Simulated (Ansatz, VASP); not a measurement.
## K2ICl: VASP beside Ansatz

```
Cl I K
1.0
     2.35742    1.36106    7.76360
    -2.35742    1.36106    7.76360
     0.00000   -2.72212    7.76360
Cl I K
1 1 2
Direct
  0.00000 0.00000 0.00000
  0.50000 0.50000 0.50000
  0.25994 0.25994 0.25994
  0.74006 0.74006 0.74006
```

Alike in both runs: task single point; functional PBE; k mesh 6 × 6 × 6; no spin polarisation.

|  | VASP | Ansatz |
| --- | --- | --- |
| version | VASP 6.6.1 | Ansatz 0.2.0 |
| potentials or method | VASP PAW PBE potentials, release 64 (Cl, I, K_sv) | plane waves, PAW |
| plane-wave cutoff (eV) | 520 | 420 |
| occupations | gaussian, width 0.01 eV | fixed |
| valence electrons in the cell | 32 | 42 |

|  | VASP | Ansatz | Ansatz less VASP |
| --- | --- | --- | --- |
| gap on the k mesh at the Fermi level (eV) | 3.81 | 3.81 | +0.003 |

The two sets of potentials don't hold the same shells in valence.

Caveats: spin-orbit coupling is left out, which moves the levels of the heavy elements. A k mesh can miss the band edges.
